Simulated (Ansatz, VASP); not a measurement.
# Ta3Re7 in two plane-wave programs

Aim: how closely do two programs agree when they are given the same cell, functional and k mesh? The structure shown is the end of the VASP relaxation below.

Program: Ansatz 0.2.0. Level of theory: plane waves, with VASP 6.6.1 beside it; single point at PBEsol. Results are calculated unless marked as measured.

## 1. The structure

The cell holds 20 atoms: 6 Ta and 14 Re. Cell: a = 5.540 Å, b = 5.540 Å, c = 22.960 Å, α = 90.0°, β = 90.0°, γ = 60.0°. It derives from Re. As first built, before any earlier steps moved the atoms (in the runner's words): kind: overlayer; added: Ta; how: three quarters in the top layer, both faces;. Regions: layer 1, 4 atoms (1 Re and 3 Ta); layer 2, 4 atoms (4 Re); layer 3, 4 atoms (4 Re); other layers, 8 atoms (5 Re and 3 Ta). Vacuum lies along c.

## 2. VASP: relaxation, PBEsol

This run makes the geometry at which the two programs are then compared.

Lines of VASP's logs that name or quote its potential files are left out, and so is its time.

The input, INCAR:

```
SYSTEM = Ta3Re7
PREC = Normal
ENCUT = 330
EDIFF = 1E-05
NELM = 100
ISMEAR = 0
SIGMA = 0.1
LREAL = Auto
ALGO = Fast
GGA = PS
NBANDS = 102
LASPH = .TRUE.
LWAVE = .FALSE.
LCHARG = .FALSE.
KPAR = 2
NCORE = 4
IBRION = 2
NSW = 50
ISIF = 0
EDIFFG = -0.05
```

The input, POSCAR:

```
Ta3Re7
1.0
    5.5400000000      0.0000000000      0.0000000000
    2.7700000000      4.7977807370      0.0000000000
    0.0000000000      0.0000000000     22.9600000000
Ta Re
6 14
Selective dynamics
Direct
    0.0000000000      0.0000000000      0.6951219510  T T T
    0.5000000000      0.0000000000      0.6951219510  T T T
    0.0000000000      0.5000000000      0.6951219510  T T T
    0.0000000000      0.0000000000      0.3048780490  T T T
    0.5000000000      0.0000000000      0.3048780490  T T T
    0.0000000000      0.5000000000      0.3048780490  T T T
    0.5000000000      0.5000000000      0.6951219510  T T T
    0.8333333330      0.3333333330      0.5975609760  T T T
    0.3333333330      0.3333333330      0.5975609760  T T T
    0.8333333330      0.8333333330      0.5975609760  T T T
    0.3333333330      0.8333333330      0.5975609760  T T T
    0.0000000000      0.0000000000      0.5000000000  F F F
    0.5000000000      0.0000000000      0.5000000000  F F F
    0.0000000000      0.5000000000      0.5000000000  F F F
    0.5000000000      0.5000000000      0.5000000000  F F F
    0.8333333330      0.3333333330      0.4024390240  T T T
    0.3333333330      0.3333333330      0.4024390240  T T T
    0.8333333330      0.8333333330      0.4024390240  T T T
    0.3333333330      0.8333333330      0.4024390240  T T T
    0.5000000000      0.5000000000      0.3048780490  T T T
```

The input, KPOINTS:

```
Automatic mesh
0
Gamma
4 4 1
0 0 0
```

PAW data sets: Ta_pv and Re (PBE family, release 64).

Launch:

```
> mpirun -np 8 vasp_std
```

Numbers of over 12 decimals in the logs are rounded to 6 here.

The program printed:

```text
[banner, memory and clock lines left out]
running    8 mpi-ranks, on    1 nodes
 distrk:  each k-point on    4 cores,    2 groups
 distr:  one band on    4 cores,    1 groups

 POSCAR found type information on POSCAR TaRe
 POSCAR found :  2 types and      20 ions
|                                                                             |
|               ----> ADVICE to this user running VASP <----                  |
|                                                                             |
|     You enforced a specific xc type in the INCAR file but a different       |
|     [... a line on the potential file left out ...]
|     I HOPE YOU KNOW WHAT YOU ARE DOING!                                     |
|                                                                             |

 LDA part: xc-table for (Slater+PW92), standard interpolation
 POSCAR, INCAR and KPOINTS ok, starting setup
 FFT: planning ... GRIDC
 FFT: planning ... GRID_SOFT
 FFT: planning ... GRID
 WAVECAR not read
 entering main loop
       N       E                     dE             d eps       ncg     rms          rms(c)
DAV:   1     0.185625695548E+04    0.18563E+04   -0.55213E+04  1320   0.134E+03
DAV:   2     0.509185448541E+02   -0.18053E+04   -0.16813E+04  1480   0.147E+03
DAV:   3    -0.220173811633E+03   -0.27109E+03   -0.25478E+03  1528   0.473E+02
DAV:   4    -0.252422861158E+03   -0.32249E+02   -0.29040E+02  1312   0.192E+02
DAV:   5    -0.264522183853E+03   -0.12099E+02   -0.11197E+02  1576   0.396E+01    0.120E+02
RMM:   6    -0.253552326344E+03    0.10970E+02   -0.22891E+01  1070   0.328E+01    0.486E+01
RMM:   7    -0.258343978617E+03   -0.47917E+01   -0.36480E+01  1185   0.397E+01    0.185E+01
RMM:   8    -0.251755941758E+03    0.65880E+01   -0.88049E+00  1037   0.253E+01    0.745E+00
RMM:   9    -0.250866212179E+03    0.88973E+00   -0.57882E+00  1160   0.118E+01    0.392E+00
RMM:  10    -0.250718385072E+03    0.14783E+00   -0.23340E+00  1206   0.631E+00    0.176E+00
RMM:  11    -0.250825442106E+03   -0.10706E+00   -0.11843E+00  1329   0.264E+00    0.194E+00
RMM:  12    -0.250894930661E+03   -0.69489E-01   -0.66665E-01  1312   0.179E+00    0.165E+00
RMM:  13    -0.250931243223E+03   -0.36313E-01   -0.45624E-01  1313   0.139E+00    0.742E-01
RMM:  14    -0.250959132458E+03   -0.27889E-01   -0.31433E-01  1318   0.103E+00    0.298E-01
[...]
RMM:  34    -0.251033417986E+03   -0.81220E-04   -0.79979E-04   720   0.110E-01    0.797E-03
RMM:  35    -0.251033482720E+03   -0.64733E-04   -0.62445E-04   684   0.106E-01    0.102E-02
RMM:  36    -0.251033531925E+03   -0.49205E-04   -0.49238E-04   686   0.110E-01    0.939E-03
RMM:  37    -0.251033570458E+03   -0.38533E-04   -0.37871E-04   677   0.104E-01    0.812E-03
RMM:  38    -0.251033601313E+03   -0.30854E-04   -0.30403E-04   672   0.107E-01    0.106E-02
RMM:  39    -0.251033626000E+03   -0.24687E-04   -0.23278E-04   635   0.975E-02    0.841E-03
RMM:  40    -0.251033644354E+03   -0.18354E-04   -0.17958E-04   627   0.101E-01    0.140E-02
RMM:  41    -0.251033659865E+03   -0.15511E-04   -0.14783E-04   636   0.111E-01    0.110E-02
[...]
RMM:  10    -0.251845799727E+03    0.19718E-05   -0.24058E-04   836   0.113E-01    0.814E-02
RMM:  11    -0.251845832468E+03   -0.32741E-04   -0.18332E-04   824   0.108E-01    0.712E-02
RMM:  12    -0.251845851869E+03   -0.19401E-04   -0.89263E-05   680   0.913E-02    0.948E-02
RMM:  13    -0.251845841608E+03    0.10261E-04   -0.32732E-05   603   0.119E-01    0.733E-02
RMM:  14    -0.251845843153E+03   -0.15445E-05   -0.62707E-05   637   0.138E-01
   3 F= -.25184584E+03 E0= -.25176518E+03  d E =-.812154E+00
[... from here on, the cycles between the ionic steps are left out ...]
   4 F= -.25187676E+03 E0= -.25179899E+03  d E =-.309153E-01
   5 F= -.25189048E+03 E0= -.25181522E+03  d E =-.446409E-01
   6 F= -.25189187E+03 E0= -.25181748E+03  d E =-.460230E-01
   7 F= -.25189554E+03 E0= -.25182178E+03  d E =-.367126E-02
   8 F= -.25189556E+03 E0= -.25182176E+03  d E =-.369738E-02
   9 F= -.25189557E+03 E0= -.25182195E+03  d E =-.370441E-02
  10 F= -.25189557E+03 E0= -.25182183E+03  d E =-.370700E-02
 curvature:  -0.11 expect dE=-0.169E-03 dE for cont linesearch -0.201E-05
 ZBRENT: accuracy reached
 trial: gam= 0.23369 g(F)=  0.160E-02 g(S)=  0.000E+00 ort = 0.366E-03 (trialstep = 0.122E+01)
 search vector abs. value=  0.216E-02
 bond charge predicted
       N       E                     dE             d eps       ncg     rms          rms(c)
DAV:   1    -0.251894313370E+03    0.12595E-02   -0.54197E-01  1224   0.273E+00    0.160E-01
RMM:   2    -0.251895233084E+03   -0.91971E-03   -0.94816E-03   901   0.179E+00    0.243E-01
RMM:   3    -0.251896503518E+03   -0.12704E-02   -0.15168E-02  1194   0.463E-01    0.176E-01
RMM:   4    -0.251896789456E+03   -0.28594E-03   -0.32318E-03  1189   0.203E-01    0.163E-01
RMM:   5    -0.251896722457E+03    0.66999E-04   -0.74289E-04  1093   0.102E-01    0.126E-01
RMM:   6    -0.251896709697E+03    0.12759E-04   -0.44589E-04   998   0.862E-02    0.946E-02
RMM:   7    -0.251896706121E+03    0.35762E-05   -0.22060E-04   857   0.783E-02    0.650E-02
RMM:   8    -0.251896732080E+03   -0.25959E-04   -0.18468E-04   804   0.793E-02    0.405E-02
RMM:   9    -0.251896735193E+03   -0.31125E-05   -0.62957E-05   651   0.775E-02
  11 F= -.25189674E+03 E0= -.25182359E+03  d E =-.116208E-02
 trial-energy change:   -0.001162  1 .order   -0.001084   -0.002059   -0.000109
 step:   1.2767(harm=  1.2904)  dis= 0.00757  next Energy=  -251.896738 (dE=-0.116E-02)
 reached required accuracy - stopping structural energy minimisation
```

From OUTCAR (step 2):

```text
ion  position               nearest neighbor table
   1  0.000  0.000  0.695-  11 2.75   8 2.75  10 2.75   2 2.77   2 2.77   3 2.77   7 2.77   3 2.77
                             7 2.77
   2  0.500  0.000  0.695-  10 2.75   9 2.75  11 2.75   1 2.77   1 2.77   3 2.77   7 2.77   7 2.77
                             3 2.77
   3  0.000  0.500  0.695-   9 2.75  10 2.75   8 2.75   7 2.77   7 2.77   1 2.77   2 2.77   2 2.77
                             1 2.77
   4  0.000  0.000  0.305-  19 2.75  16 2.75  18 2.75   5 2.77   5 2.77   6 2.77  20 2.77   6 2.77
                            20 2.77
   5  0.500  0.000  0.305-  18 2.75  17 2.75  19 2.75   4 2.77   4 2.77   6 2.77  20 2.77  20 2.77
                             6 2.77
   6  0.000  0.500  0.305-  17 2.75  18 2.75  16 2.75  20 2.77  20 2.77   4 2.77   5 2.77   5 2.77
                             4 2.77
   7  0.500  0.500  0.695-   8 2.75  11 2.75   9 2.75   3 2.77   3 2.77   1 2.77   2 2.77   1 2.77
                             2 2.77
   8  0.833  0.333  0.598-   7 2.75   1 2.75   3 2.75  15 2.75  12 2.75  14 2.75   9 2.77   9 2.77
                            10 2.77  11 2.77  10 2.77  11 2.77
   9  0.333  0.333  0.598-   3 2.75   2 2.75   7 2.75  14 2.75  13 2.75  15 2.75   8 2.77   8 2.77
                            10 2.77  11 2.77  11 2.77  10 2.77
  10  0.833  0.833  0.598-   2 2.75   3 2.75   1 2.75  13 2.75  14 2.75  12 2.75  11 2.77  11 2.77
                             8 2.77   9 2.77   9 2.77   8 2.77
  11  0.333  0.833  0.598-   1 2.75   7 2.75   2 2.75  12 2.75  15 2.75  13 2.75  10 2.77  10 2.77
                             8 2.77   9 2.77   8 2.77   9 2.77
  12  0.000  0.000  0.500-  11 2.75  19 2.75  16 2.75   8 2.75  18 2.75  10 2.75  13 2.77  13 2.77
                            14 2.77  15 2.77  14 2.77  15 2.77
  13  0.500  0.000  0.500-  10 2.75  18 2.75  17 2.75   9 2.75  11 2.75  19 2.75  12 2.77  12 2.77
                            14 2.77  15 2.77  15 2.77  14 2.77
  14  0.000  0.500  0.500-   9 2.75  17 2.75  10 2.75  18 2.75   8 2.75  16 2.75  15 2.77  15 2.77
                            12 2.77  13 2.77  13 2.77  12 2.77
  15  0.500  0.500  0.500-   8 2.75  16 2.75  11 2.75  19 2.75  17 2.75   9 2.75  14 2.77  14 2.77
                            12 2.77  13 2.77  12 2.77  13 2.77
  16  0.833  0.333  0.402-  20 2.75   4 2.75   6 2.75  15 2.75  12 2.75  14 2.75  17 2.77  17 2.77
                            18 2.77  19 2.77  18 2.77  19 2.77
  17  0.333  0.333  0.402-   6 2.75   5 2.75  20 2.75  14 2.75  13 2.75  15 2.75  16 2.77  16 2.77
                            18 2.77  19 2.77  19 2.77  18 2.77
  18  0.833  0.833  0.402-   5 2.75   6 2.75   4 2.75  13 2.75  14 2.75  12 2.75  19 2.77  19 2.77
                            16 2.77  17 2.77  17 2.77  16 2.77
  19  0.333  0.833  0.402-   4 2.75  20 2.75   5 2.75  12 2.75  15 2.75  13 2.75  18 2.77  18 2.77
                            16 2.77  17 2.77  16 2.77  17 2.77
  20  0.500  0.500  0.305-  16 2.75  19 2.75  17 2.75   6 2.77   6 2.77   4 2.77   5 2.77   4 2.77
                             5 2.77

  LATTYP: Found a hexagonal cell.
 ALAT       =     5.5400000000
 C/A-ratio  =     4.1444043321

 Subroutine GETGRP returns: Found 12 space group operations
 (whereof  4 operations were pure point group operations)

The static configuration has the point symmetry C_2v.
 The point group associated with its full space group is D_3h.

 Found      4 irreducible k-points:

   k-points           NKPTS =      4   k-points in BZ     NKDIM =      4   number of bands    NBANDS=    102

   dimension x,y,z NGX =    28 NGY =   28 NGZ =  108
   dimension x,y,z NGXF=    56 NGYF=   56 NGZF=  216

   ENCUT  =  330.0 eV  24.25 Ry    4.92 a.u.   8.21  8.21 34.01*2*pi/ulx,y,z

   NELECT =     164.0000    total number of electrons

 k-points in reciprocal lattice and weights: Automatic mesh
   0.00000000  0.00000000  0.00000000       0.062
   0.25000000  0.00000000  0.00000000       0.375
   0.50000000  0.00000000  0.00000000       0.188
   0.50000000  0.25000000  0.00000000       0.375

 average (electrostatic) potential at core
       1 -40.7509       2 -40.7509       3 -40.7509       4 -40.7509       5 -40.7509
       6 -40.7509       7 -45.2210       8 -45.5468       9 -45.5468      10 -45.4940
      11 -45.5468      12 -45.3523      13 -45.3523      14 -45.3523      15 -45.4296
      16 -45.5468      17 -45.5468      18 -45.4940      19 -45.5468      20 -45.2210

 E-fermi :   1.2248

 k-point     1 :       0.0000    0.0000    0.0000
  band No.  band energies     occupation
    ...
     72       0.9449      1.99992
     73       1.1218      1.85506
     74       1.2032      1.24074
     75       1.2032      1.24074
     76       1.2415      0.81331
     77       1.3142      0.20644
     78       1.3193      0.18153
     79       1.3193      0.18153
     80       1.5145      0.00004
     81       1.5145      0.00004
    ...

 k-point     2 :       0.2500    0.0000    0.0000
  band No.  band energies     occupation
    ...
     77       0.9868      1.99924
     78       1.0745      1.96650
     79       1.1507      1.70571
     80       1.1813      1.46189
     81       1.2612      0.60673
     82       1.3060      0.25088
     83       1.3435      0.09329
     84       1.7973      0.00000
     85       1.9503      0.00000
     86       1.9566      0.00000
    ...

 k-point     3 :       0.5000    0.0000    0.0000
  band No.  band energies     occupation
    ...
     82       0.9236      1.99998
     83       0.9578      1.99984
     84       0.9719      1.99965
     85       1.0132      1.99723
     86       1.0828      1.95551
     87       1.5117      0.00005
     88       1.7608      0.00000
     89       1.8340      0.00000
     90       1.8766      0.00000
     91       1.9933      0.00000
    ...

  energy-cutoff  :      330.00
  volume of cell :      610.27
      direct lattice vectors                 reciprocal lattice vectors
     5.540000000  0.000000000  0.000000000     0.180505415 -0.104214850  0.000000000
     2.770000000  4.797780737  0.000000000     0.000000000  0.208429700  0.000000000
     0.000000000  0.000000000 22.960000000     0.000000000  0.000000000  0.043554007

 POSITION                                       TOTAL-FORCE (eV/Angst)
 -----------------------------------------------------------------------------------
      8.30804      4.79665     16.04374        -0.013042     -0.007530      0.011557
      5.54196      4.79665     16.04374         0.013042     -0.007530      0.011557
      6.92500      2.40116     16.04374         0.000000      0.015060      0.011557
      8.30804      4.79665      6.91626        -0.013042     -0.007530     -0.011557
      5.54196      4.79665      6.91626         0.013042     -0.007530     -0.011557
      6.92500      2.40116      6.91626         0.000000      0.015060     -0.011557
      4.15500      2.39889     15.90145         0.000000      0.000000      0.019521
      5.54666      1.59541     13.64137         0.011193     -0.006462      0.009486
      2.76334      1.59541     13.64137        -0.011193     -0.006462      0.009486
      6.92500      3.99815     13.67658         0.000000      0.000000     -0.000775
      4.15500      4.00584     13.64137        -0.000000      0.012924      0.009486
      0.00000      0.00000     11.48000        -0.083195     -0.048033     -0.000000
      2.77000      0.00000     11.48000         0.083195     -0.048033      0.000000
      1.38500      2.39889     11.48000         0.000000      0.096065      0.000000
      4.15500      2.39889     11.48000         0.000000      0.000000      0.000000
      5.54666      1.59541      9.31863         0.011193     -0.006462     -0.009486
      2.76334      1.59541      9.31863        -0.011193     -0.006462     -0.009486
      6.92500      3.99815      9.28342         0.000000      0.000000      0.000775
      4.15500      4.00584      9.31863        -0.000000      0.012924     -0.009486
      4.15500      2.39889      7.05855         0.000000      0.000000     -0.019521
 -----------------------------------------------------------------------------------
    total drift:                                0.000000      0.000000     -0.000000

  FREE ENERGIE OF THE ION-ELECTRON SYSTEM (eV)
  ---------------------------------------------------
  free  energy   TOTEN  =      -251.8967351925 eV

  energy  without entropy=     -251.7504538985  energy(sigma->0) =     -251.82359455

 reached required accuracy - stopping structural energy minimisation

[... 1 further part left out ...]
```

CONTCAR:

```
Ta3Re7
   1.00000000000000
     5.5400000000000000    0.0000000000000000    0.0000000000000000
     2.7700000000000000    4.7977807370000001    0.0000000000000000
     0.0000000000000000    0.0000000000000000   22.9600000000000009
  Ta              Re
     6    14
Selective dynamics
Direct
     0.9997636003826444    0.9997636003826444    0.6987691955159835   T   T   T
     0.5004727992347109    0.9997636003826444    0.6987691955159835   T   T   T
     0.9997636003826444    0.5004727992347109    0.6987691955159835   T   T   T
     0.9997636003826444    0.9997636003826444    0.3012308044840166   T   T   T
     0.5004727992347109    0.9997636003826444    0.3012308044840166   T   T   T
     0.9997636003826444    0.5004727992347109    0.3012308044840166   T   T   T
     0.5000000000000000    0.5000000000000000    0.6925717405911626   T   T   T
     0.8349363452619258    0.3325318268690353    0.5941365383563715   T   T   T
     0.3325318268690353    0.3325318268690353    0.5941365383563715   T   T   T
     0.8333333329999988    0.8333333329999988    0.5956696891144623   T   T   T
     0.3325318268690353    0.8349363452619258    0.5941365383563715   T   T   T
     0.0000000000000000    0.0000000000000000    0.5000000000000000   F   F   F
     0.5000000000000000    0.0000000000000000    0.5000000000000000   F   F   F
     0.0000000000000000    0.5000000000000000    0.5000000000000000   F   F   F
     0.5000000000000000    0.5000000000000000    0.5000000000000000   F   F   F
     0.8349363452619258    0.3325318268690353    0.4058634616436282   T   T   T
     0.3325318268690353    0.3325318268690353    0.4058634616436282   T   T   T
     0.8333333329999988    0.8333333329999988    0.4043303108855378   T   T   T
     0.3325318268690353    0.8349363452619258    0.4058634616436282   T   T   T
     0.5000000000000000    0.5000000000000000    0.3074282594088376   T   T   T
```

The data set Re keeps the semicore shell frozen, which is cheaper and a little less accurate. The run keeps the 12 symmetry operations of its start, so it cannot find a distortion of lower symmetry.

(Part 1 of 2 ends here.)

[Lines on the potential files, build, host, timing and source positions are cut from VASP's logs without a mark.]

[Logs are printed without paths, hosts, clocks, repeated set-up lines and the standing remarks that a program may print on its own settings, such as how far it seeks lower states.]

[Hosts, paths, dates, database ids (printed as entryN), source tags and the programs' standing remarks are cut or masked in the printed files.]
